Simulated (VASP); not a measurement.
# A VASP study of TePt (r2SCAN): structure first, properties next, part 4 of 5

Aim: relax TePt with r2SCAN, compute its properties on that cell and hold them against experiment. The start is a cell from a database of measured crystal structures.

VASP 6.6.1; r2SCAN; plane waves and PAW (Te, Pt).

So far. Step 5 (Bands along the symmetry lines (r2SCAN)): There is no gap at this level. Step 6 (Total and projected DOS (r2SCAN)): The finer mesh and the other smearing move the Fermi level by -0.01 eV from the 6×6×6 run, a small shift, which tests the Fermi level alone. Of the states within 0.3 eV of the Fermi level, the largest shares in the PAW spheres are Te p 30 %, Pt d 28 % and Pt p 11 %. The relaxed cell has a = 3.987, c = 20.564 Å (conventional setting).

The database entry behind the starting cell differs from later determinations by our own check (c about 0.8 % long), so it need not match the best structure at ambient conditions.

**7. Zone-centre phonons (r2SCAN)**

Zone-centre modes test whether the atoms sit at a minimum within this cell. IBRION = 6 takes the force constants from differences of forces between displaced cells, so the forces must be tight.

Contents of INCAR:

```
SYSTEM = TePt
PREC = Accurate
ENCUT = 400
EDIFF = 1E-08
NELM = 100
ISMEAR = 1
SIGMA = 0.2
LREAL = .FALSE.
ALGO = Normal
METAGGA = R2SCAN
LASPH = .TRUE.
NBANDS = 22
LORBIT = 11
LWAVE = .FALSE.
LCHARG = .FALSE.
KPAR = 4
IBRION = 6
NFREE = 2
POTIM = 0.015
ISIF = 2
NSW = 1
```

Contents of POSCAR:

```
TePt
1.0
    1.9936112994      1.1510120204      6.8547338683
   -1.9936112994      1.1510120204      6.8547338683
    0.0000000000     -2.3020240408      6.8547338683
Te Pt
2 2
Direct
    0.5954934321      0.5954934321      0.5954934321
    0.4045065679      0.4045065679      0.4045065679
    0.8692535297      0.8692535297      0.8692535297
    0.1307464703      0.1307464703      0.1307464703
```

Contents of KPOINTS:

```
Automatic mesh
0
Gamma
11 11 11
0 0 0
```

PAW data sets: Te and Pt (PBE family, release 64).

Run with:

```sh
mpirun -np 4 vasp_std
```

The program printed:

```text
[... set-up lines as in an earlier step ...]
 entering main loop
       N       E                     dE             d eps       ncg     rms          rms(c)
DAV:   1     0.549347423609E+01    0.54935E+01   -0.12487E+04  6424   0.107E+03
DAV:   2    -0.157460065637E+03   -0.16295E+03   -0.15205E+03  7884   0.219E+02
DAV:   3    -0.163871353098E+03   -0.64113E+01   -0.62968E+01  7776   0.442E+01
DAV:   4    -0.163958057432E+03   -0.86704E-01   -0.86646E-01  7798   0.575E+00
DAV:   5    -0.163959579389E+03   -0.15220E-02   -0.15218E-02  7882   0.720E-01    0.152E+01
DAV:   6    -0.155526888811E+03    0.84327E+01   -0.53026E+00  7210   0.185E+01    0.943E+00
DAV:   7    -0.155406035574E+03    0.12085E+00   -0.69624E-01  6574   0.835E+00    0.424E+00
DAV:   8    -0.155409430938E+03   -0.33954E-02   -0.10176E-01  7114   0.224E+00    0.124E+00
DAV:   9    -0.155401277905E+03    0.81530E-02   -0.32532E-02  7014   0.163E+00    0.277E-01
DAV:  10    -0.155402297744E+03   -0.10198E-02   -0.54711E-03  7630   0.413E-01    0.278E-01
DAV:  11    -0.155402400229E+03   -0.10248E-03   -0.11932E-04  7444   0.794E-02    0.148E-01
DAV:  12    -0.155402306890E+03    0.93339E-04   -0.19535E-04  7198   0.124E-01    0.266E-02
DAV:  13    -0.155402311549E+03   -0.46583E-05   -0.21551E-05  7378   0.263E-02    0.253E-02
DAV:  14    -0.155402311986E+03   -0.43685E-06   -0.35684E-07  7750   0.394E-03    0.174E-02
DAV:  15    -0.155402312067E+03   -0.81004E-07   -0.59847E-07  7108   0.513E-03    0.525E-03
DAV:  16    -0.155402312507E+03   -0.44023E-06   -0.16056E-07  7294   0.327E-03    0.111E-03
DAV:  17    -0.155402312488E+03    0.19125E-07   -0.31089E-08  5638   0.132E-03    0.790E-04
DAV:  18    -0.155402312490E+03   -0.19768E-08   -0.43768E-09  3770   0.363E-04
   1 F= -.15540231E+03 E0= -.15540292E+03  d E =0.181096E-02
 Found     4 degrees of freedom:
 Finite differences POTIM= 0.01500 DOF=   4
 bond charge predicted
       N       E                     dE             d eps       ncg     rms          rms(c)
DAV:   1    -0.155400918261E+03    0.13942E-02   -0.93321E-02 29790   0.158E+00    0.118E-01
DAV:   2    -0.155401479448E+03   -0.56119E-03   -0.25310E-03 34756   0.291E-01    0.398E-02
DAV:   3    -0.155401495752E+03   -0.16304E-04   -0.42328E-05 34842   0.410E-02    0.289E-02
DAV:   4    -0.155401501203E+03   -0.54509E-05   -0.50202E-06 35466   0.141E-02    0.133E-02
DAV:   5    -0.155401502269E+03   -0.10664E-05   -0.93046E-07 32890   0.624E-03    0.596E-03
DAV:   6    -0.155401502317E+03   -0.48101E-07   -0.10149E-07 35522   0.198E-03    0.292E-03
DAV:   7    -0.155401502321E+03   -0.44120E-08   -0.68303E-09 20940   0.836E-04
   2 F= -.15540150E+03 E0= -.15540210E+03  d E =0.180091E-02
[...]
3 F= -.15540150E+03 E0= -.15540210E+03  d E =0.180092E-02
[...]
4 F= -.15540175E+03 E0= -.15540234E+03  d E =0.177403E-02
[...]
5 F= -.15540105E+03 E0= -.15540166E+03  d E =0.183711E-02
[...]
6 F= -.15540104E+03 E0= -.15540164E+03  d E =0.180020E-02
[...]
7 F= -.15540104E+03 E0= -.15540164E+03  d E =0.180027E-02
[...]
8 F= -.15540184E+03 E0= -.15540244E+03  d E =0.179126E-02
 Finite differences progress:
  Degree of freedom:   4/  4
  Displacement:        1/  2
  Total:               7/  8
 bond charge predicted
       N       E                     dE             d eps       ncg     rms          rms(c)
DAV:   1    -0.155382430003E+03    0.19409E-01   -0.52128E+00  6424   0.115E+01    0.424E-01
DAV:   2    -0.155400993774E+03   -0.18564E-01   -0.72388E-02  6874   0.178E+00    0.204E-01
DAV:   3    -0.155400554365E+03    0.43941E-03   -0.24248E-03  7696   0.316E-01    0.148E-01
DAV:   4    -0.155400413868E+03    0.14050E-03   -0.88933E-04  7372   0.175E-01    0.576E-02
DAV:   5    -0.155400444469E+03   -0.30601E-04   -0.20686E-04  7306   0.117E-01    0.233E-02
DAV:   6    -0.155400436185E+03    0.82834E-05   -0.22887E-05  7030   0.462E-02    0.119E-02
DAV:   7    -0.155400436627E+03   -0.44194E-06   -0.10992E-05  7492   0.175E-02    0.353E-03
DAV:   8    -0.155400436897E+03   -0.26983E-06   -0.51300E-07  7344   0.482E-03    0.162E-03
DAV:   9    -0.155400436936E+03   -0.39044E-07   -0.13027E-07  7504   0.235E-03    0.470E-04
DAV:  10    -0.155400436942E+03   -0.60727E-08   -0.87341E-09  3836   0.644E-04
   9 F= -.15540044E+03 E0= -.15540104E+03  d E =0.181115E-02
 Finite differences progress:
  Degree of freedom:   4/  4
  Displacement:        2/  2
  Total:               8/  8
```

The job ended after 58 min (4 MPI ranks of Intel Xeon 6975P-C (Granite Rapids), shared host; peak memory 6 GiB).

Parts of OUTCAR (step 7):

```text
   k-points           NKPTS =    146   k-points in BZ     NKDIM =    146   number of bands    NBANDS=     22

   NELECT =      32.0000    total number of electrons

 E-fermi :   7.7131

 k-point     1 :       0.0000    0.0000    0.0000
  band No.  band energies     occupation
    ...
      9       4.6042      2.00000
     10       4.6042      2.00000
     11       5.6648      2.00000
     12       5.6648      2.00000
     13       5.9314      2.00000
     14       8.4051     -0.00001
     15       8.5109     -0.00000
     16       8.5109     -0.00000
     17       9.1319     -0.00000
     18      10.5974     -0.00000
    ...

  Total       -0.1377193     -0.1377193      0.1955248      0.0000000      0.0000000      0.0000000
  in kB       -2.3379929     -2.3379929      3.3193281      0.0000000      0.0000000      0.0000000
  external PRESSURE =      -0.4522193 kB  Pullay stress =       0.0000000 kB

 POSITION                                       TOTAL-FORCE (eV/Angst)
 -----------------------------------------------------------------------------------
      0.00000      0.00000     12.24585         0.000000      0.000000     -0.053843
      0.00000      0.00000      8.31835         0.000000     -0.000000     -0.038252
      0.00000      0.00000     17.86050         0.000000     -0.000000      0.202853
      0.00000      0.00000      2.68870         0.000000      0.000000     -0.110757
 -----------------------------------------------------------------------------------
    total drift:                                0.000000     -0.000000      0.000043

  FREE ENERGIE OF THE ION-ELECTRON SYSTEM (eV)
  ---------------------------------------------------
  free  energy   TOTEN  =      -155.4004369424 eV

  energy  without entropy=     -155.4022480881  energy(sigma->0) =     -155.40104066

 Eigenvectors and eigenvalues of the dynamical matrix
 ----------------------------------------------------

   1 f  =    5.252556 THz    33.002785 2PiTHz  175.206423 cm-1    21.722818 meV
             X         Y         Z           dx          dy          dz
      0.000000  0.000000 12.245847     0.000001   -0.430400   -0.000000
      0.000000  0.000000  8.318355    -0.000001    0.430400    0.000000
      0.000000  0.000000 17.875505    -0.000001    0.561031    0.000000
      0.000000  0.000000  2.688697     0.000001   -0.561031   -0.000000

   2 f  =    5.252556 THz    33.002785 2PiTHz  175.206423 cm-1    21.722818 meV
             X         Y         Z           dx          dy          dz
      0.000000  0.000000 12.245847     0.430400    0.000001    0.000000
      0.000000  0.000000  8.318355    -0.430400   -0.000001   -0.000000
      0.000000  0.000000 17.875505    -0.561031   -0.000001   -0.000000
      0.000000  0.000000  2.688697     0.561031    0.000001    0.000000

   3 f  =    5.095383 THz    32.015234 2PiTHz  169.963674 cm-1    21.072800 meV
             X         Y         Z           dx          dy          dz
      0.000000  0.000000 12.245847     0.000000    0.000000   -0.514600
      0.000000  0.000000  8.318355    -0.000000   -0.000000    0.514600
      0.000000  0.000000 17.875505    -0.000000   -0.000000    0.484960
      0.000000  0.000000  2.688697     0.000000    0.000000   -0.484960

   4 f  =    4.650593 THz    29.220536 2PiTHz  155.127077 cm-1    19.233298 meV
             X         Y         Z           dx          dy          dz
      0.000000  0.000000 12.245847     0.000002   -0.549642   -0.000000
      0.000000  0.000000  8.318355     0.000002   -0.549642   -0.000000
      0.000000  0.000000 17.875505    -0.000001    0.444852    0.000000
      0.000000  0.000000  2.688697    -0.000001    0.444852   -0.000000

   5 f  =    4.650593 THz    29.220536 2PiTHz  155.127077 cm-1    19.233298 meV
             X         Y         Z           dx          dy          dz
      0.000000  0.000000 12.245847     0.549642    0.000002   -0.000000
      0.000000  0.000000  8.318355     0.549642    0.000002   -0.000000
      0.000000  0.000000 17.875505    -0.444852   -0.000001    0.000000
      0.000000  0.000000  2.688697    -0.444852   -0.000001    0.000000

   6 f  =    4.421575 THz    27.781573 2PiTHz  147.487855 cm-1    18.286155 meV
             X         Y         Z           dx          dy          dz
      0.000000  0.000000 12.245847     0.000000   -0.000000    0.549727
      0.000000  0.000000  8.318355     0.000000   -0.000000    0.549727
      0.000000  0.000000 17.875505    -0.000000    0.000000   -0.444747
      0.000000  0.000000  2.688697    -0.000000    0.000000   -0.444747

   7 f  =    3.425371 THz    21.522241 2PiTHz  114.258080 cm-1    14.166190 meV
             X         Y         Z           dx          dy          dz
      0.000000  0.000000 12.245847    -0.000000    0.000000   -0.484960
      0.000000  0.000000  8.318355     0.000000   -0.000000    0.484960
      0.000000  0.000000 17.875505    -0.000000    0.000000   -0.514600
      0.000000  0.000000  2.688697     0.000000   -0.000000    0.514600

   8 f  =    2.621922 THz    16.474022 2PiTHz   87.457905 cm-1    10.843393 meV
             X         Y         Z           dx          dy          dz
      0.000000  0.000000 12.245847     0.000002    0.561031    0.000000
      0.000000  0.000000  8.318355    -0.000002   -0.561031    0.000000
      0.000000  0.000000 17.875505     0.000002    0.430400    0.000000
      0.000000  0.000000  2.688697    -0.000002   -0.430400    0.000000

   9 f  =    2.621922 THz    16.474022 2PiTHz   87.457905 cm-1    10.843393 meV
             X         Y         Z           dx          dy          dz
      0.000000  0.000000 12.245847     0.561031   -0.000002   -0.000000
      0.000000  0.000000  8.318355    -0.561031    0.000002    0.000000
      0.000000  0.000000 17.875505     0.430400   -0.000002   -0.000000
      0.000000  0.000000  2.688697    -0.430400    0.000002    0.000000

  10 f/i=    0.000729 THz     0.004581 2PiTHz    0.024320 cm-1     0.003015 meV
             X         Y         Z           dx          dy          dz
      0.000000  0.000000 12.245847    -0.000000   -0.000000    0.444747
      0.000000  0.000000  8.318355    -0.000000   -0.000000    0.444747
      0.000000  0.000000 17.875505    -0.000000   -0.000000    0.549727
      0.000000  0.000000  2.688697    -0.000000   -0.000000    0.549727

  11 f/i=    0.001655 THz     0.010401 2PiTHz    0.055217 cm-1     0.006846 meV
             X         Y         Z           dx          dy          dz
      0.000000  0.000000 12.245847    -0.016640    0.444541    0.000000
      0.000000  0.000000  8.318355    -0.016640    0.444541    0.000000
      0.000000  0.000000 17.875505    -0.020560    0.549258    0.000000
      0.000000  0.000000  2.688697    -0.020560    0.549258    0.000000

  12 f/i=    0.001655 THz     0.010401 2PiTHz    0.055217 cm-1     0.006846 meV
             X         Y         Z           dx          dy          dz
      0.000000  0.000000 12.245847    -0.444541   -0.016640   -0.000000
      0.000000  0.000000  8.318355    -0.444541   -0.016640   -0.000000
      0.000000  0.000000 17.875505    -0.549258   -0.020560   -0.000000
      0.000000  0.000000  2.688697    -0.549258   -0.020560   -0.000000

 ELASTIC MODULI CONTR FROM IONIC RELAXATION (kBar)
 Direction    XX          YY          ZZ          XY          YZ          ZX
 --------------------------------------------------------------------------------
 XX        -918.8117   -214.7437   -589.8607      0.0000   -421.2248      0.0000
 YY        -214.7437   -918.8117   -589.8607     -0.0000    421.2248     -0.0000
 ZZ        -589.8607   -589.8607   -623.9759     -0.0000      0.0000     -0.0000
 XY           0.0000     -0.0000     -0.0000   -352.0340      0.0000   -421.2247
 YZ        -421.2248    421.2248      0.0000      0.0000   -521.0967      0.0000
 ZX           0.0000     -0.0000     -0.0000   -421.2247      0.0000   -521.0963
 --------------------------------------------------------------------------------

[... 6 parts as in an earlier step ...]

[... 10 further parts left out ...]
```

CONTCAR:

```
TePt
   1.00000000000000
     1.9936112993999999    1.1510120204000001    6.8547338683000003
    -1.9936112993999999    1.1510120204000001    6.8547338683000003
     0.0000000000000000   -2.3020240408000001    6.8547338683000003
  Te              Pt
     2     2
Direct
     0.5954934320999996    0.5954934320999996    0.5954934320999996
     0.4045065679000004    0.4045065679000004    0.4045065679000004
     0.8685241067791337    0.8685241067791337    0.8685241067791337
     0.1307464702999965    0.1307464702999965    0.1307464702999965
```

The last energy, forces, stress and levels in OUTCAR belong to the last displaced cell, not to the cell of POSCAR.

Numbers from this step:

- bands: 22
- irreducible k-points: 146
- pressure of the cell: -0.04808 GPa
- largest force of the cell: 0.04666 eV/Å

The modes at Γ (shares of kinetic energy by element, %):

```
mode  frequency (cm⁻¹)  symmetry  Te %  Pt %
   1              -0.1  acoustic    40    60
   2              -0.1  acoustic    40    60
   3               0.0  acoustic    40    60
   4              87.5        Eg    63    37
   5              87.5        Eg    63    37
   6             114.3       A1g    47    53
   7             147.5       A2u    60    40
   8             155.1        Eu    60    40
   9             155.1        Eu    60    40
  10             170.0       A1g    53    47
  11             175.2        Eg    37    63
  12             175.2        Eg    37    63
```

Displacements in mode 4 (87.5 cm⁻¹), the largest set to 1:
```
Te1  1.00  0.00  0.00
Te2 -1.00  0.00  0.00
Pt3  0.62  0.00  0.00
Pt4 -0.62  0.00  0.00
```

Displacements in mode 8 (155.1 cm⁻¹), the largest set to 1:
```
Te1  1.00  0.00  0.00
Te2  1.00  0.00  0.00
Pt3 -0.65  0.00  0.00
Pt4 -0.65  0.00  0.00
```

The three acoustic modes lie within 0.1 cm⁻¹ of zero, and all others are real. By the characters of their eigenvectors the optical modes sort into (cm⁻¹) Raman active: Eg 87, A1g 114, A1g 170, Eg 175; infrared active: A2u 147, Eu 155. With a centre of inversion no mode is active in both.

(Part 4 of 5 ends here.)

[Lines on the potential files, build, host, timing and source positions are cut from VASP's logs without a mark.]

[Logs are printed without paths, hosts, clocks, repeated set-up lines and the standing remarks that a program may print on its own settings, such as how far it seeks lower states.]

[Hosts, paths, dates, database ids (printed as entryN), source tags and the programs' standing remarks are cut or masked in the printed files.]

[A measured line is paired with the nearest computed mode of its activity, which favours agreement.]
